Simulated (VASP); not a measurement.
A VASP calculation is set up with these files.

### POSCAR
```
AlP
1.0
  4.0741052576   0.0000000000   0.0000000000
 -2.0370526288   3.5282790053   0.0000000000
  0.0000000000   0.0000000000   5.5253563113
Al P
2 2
Direct
  0.3333330000   0.6666670000   0.2500000000
  0.6666670000   0.3333330000   0.7500000000
  0.6666670000   0.3333330000   0.2500000000
  0.3333330000   0.6666670000   0.7500000000
```

**KPOINTS**
```
Automatic mesh
0
Gamma
9 9 6
0 0 0
```

### INCAR
```
# general
SYSTEM  =  AlP
PREC    =  Accurate
ENCUT   =  400   # plane-wave cut-off (eV)
LREAL   =  .FALSE.
LASPH   =  .TRUE.

# electronic loop
EDIFF   =  1E-6   # SCF stop (eV)
NELM    =  100   # most electronic steps
ALGO    =  Normal   # blocked Davidson

# smearing
ISMEAR  =  1   # Methfessel-Paxton
SIGMA   =  0.1   # width (eV)

# functional
GGA     =  PE   # PBE

# ions
IBRION  =  2
NSW     =  60   # most ionic steps
ISIF    =  3   # ions, shape and volume
EDIFFG  =  -0.01   # ionic stop

# output
LWAVE   =  .FALSE.
LCHARG  =  .FALSE.
```

POTCAR, in this order: Al P (PBE.64 set). Program: vasp_std.

Problem. Translate this PBE calculation to Ansatz.

Solution. One equivalent input (not run):
Ansatz 0.2 input:
```yaml
crystal:
  lattice:
    - [4.0741053, 0.0000000, 0.0000000]
    - [-2.0370526, 3.5282790, 0.0000000]
    - [0.0000000, 0.0000000, 5.5253563]
  atoms:
    - { symbol: Al, position: [0.3333330, 0.6666670, 0.2500000] }
    - { symbol: Al, position: [0.6666670, 0.3333330, 0.7500000] }
    - { symbol: P, position: [0.6666670, 0.3333330, 0.2500000] }
    - { symbol: P, position: [0.3333330, 0.6666670, 0.7500000] }
kpoints:
  mp_grid: { grid: [9, 9, 6] }
hamiltonian:
  xc: pbe
  pseudopotentials: { kind: paw }
scf:
  occupations: { method: methfessel_paxton, width: 0.1 }
  max_iter: 100
relax:
  max_steps: 60
  f_tol: 0.01
  cell: {}
output: { forces: true, stress: true, eigenvalues: true }
```
Limits of the translation: each code has its own PAW files, so the cut-off isn't converted (ENCUT is set for VASP's; basis.ecutwfc is left out, and Ansatz then takes the one that its files recommend); Ansatz stops its SCF on the density residual and VASP on the energy change (EDIFF).

The structure was generated: AlP was put into the layered h-BN type type (P6_3/mmc), which need not be its known phase. This run relaxes it. Symmetry was kept, so distortions that lower it aren't found. The start is the result of an earlier pass.
